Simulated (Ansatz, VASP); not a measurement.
# Two plane-wave programs on Ge2Sb

```
CELL_PARAMETERS angstrom
0.00000 3.36479 3.36479
3.36479 0.00000 3.36479
3.36479 3.36479 0.00000
ATOMIC_POSITIONS crystal
Ge 0.75000 0.75000 0.75000
Ge 0.50000 0.50000 0.50000
Sb 0.00000 0.00000 0.00000
```

Alike in both runs: functional PBE; k mesh 12 × 12 × 12; occupations gaussian, width 0.1 eV; no spin polarisation.

Ansatz relaxed the structure, and its values are those at the end. VASP's run is a single point on that final structure, the one shown.

|  | VASP | Ansatz |
| --- | --- | --- |
| version | VASP 6.6.1 | Ansatz 0.2.0 |
| potentials or method | VASP PAW PBE potentials, release 64 (Ge_d, Sb) | scalar-relativistic, plane waves, PAW |
| plane-wave cutoff (eV) | 520 | 420 |
| valence electrons in the cell | 33 | 43 |

VASP gave:

```
gap on the k mesh at the Fermi level (eV) : none
pressure (GPa)                            : 0.1
```

Problem. Estimate Ansatz's values.

Solution. gap on the k mesh at the Fermi level (eV): none; pressure (GPa): 0.0.

A gap of «none» marks a metal or a gap that the smearing closes. The two sets of potentials don't hold the same shells in valence.

The runs have no spin-orbit coupling, so splittings on Sb are missing.
